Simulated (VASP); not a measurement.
Data:

```yaml
crystal:
  lattice:
    - [0.00000, 3.17820, 3.17820]
    - [3.17820, 0.00000, 3.17820]
    - [3.17820, 3.17820, 0.00000]
  atoms:
    - { symbol: Sn, position: [0.00000, 0.00000, 0.00000] }
    - { symbol: Te, position: [0.50000, 0.50000, 0.50000] }
```

All values below come from optB86b-vdW, VASP's PBE PAW potentials (set 64) (plane waves; VASP 6.6.1). Numerical set-up: 520 eV cut-off, 8×8×8 Γ-centred mesh, tetrahedra with Blöchl corrections, potentials Sn_d Te.

Unless said otherwise, spin-orbit coupling is left out, though it shifts the bands of the heavy elements here.

**Question.** Estimate the energy per atom (σ→0), band gap (on the k-mesh) with the smallest direct gap where there is one.

**Answer.** 
```json
{
  "band gap (on the k-mesh)": "none (metal, semimetal or under 0.01 eV)",
  "energy per atom (σ→0)": "-1.314 eV/atom"
}
```

Total energies compare only between runs with the same potentials, cut-off and functional.

The compound is SnTe in the rock salt structure, which distorts at low temperature. It was relaxed first.
